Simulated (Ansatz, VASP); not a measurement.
Ti2NbB3: VASP beside Ansatz

```
Ti Nb B
1.0
     3.37813    0.00000    0.00000
    -1.68907    2.92555    0.00000
     0.00000    0.00000    5.88883
Ti Nb B
2 1 3
Cartesian
  1.6891 0.9752 4.0647
  0.0000 1.9504 1.8242
  0.0000 0.0000 0.0000
  1.6891 0.9752 2.0784
  0.0000 1.9504 3.8105
  0.0000 0.0000 2.9444
```

Change from the starting cell: species swapped into the Eu2H3Br type (P-3m1, No. 164).

Alike in both runs: task single point; functional PBE; k mesh 6 × 6 × 4; occupations gaussian, width 0.1 eV; no spin polarisation.

```csv
,VASP,Ansatz
version,VASP 6.6.1,Ansatz 0.2.0
potentials or method,"VASP PAW PBE potentials, release 64 (Ti_sv, Nb_sv, B)","scalar-relativistic, plane waves, PAW"
plane-wave cutoff (eV),520,420
valence electrons in the cell,46,46
```

VASP gave:

```
gap on the k mesh at the Fermi level (eV) : none
rms of the force components (eV/Å)        : 1.163
```

Q: What did Ansatz give for the same quantities?

A: gap on the k mesh at the Fermi level (eV): none; rms of the force components (eV/Å): 1.153.

Atom by atom the forces differ by 0.011 eV/Å (rms over components). A gap of «none» marks a metal or a gap that the smearing closes.

Caveats: forces of over 1 eV/Å show positions far from the minimum, so gaps and moduli don't describe the material at rest.
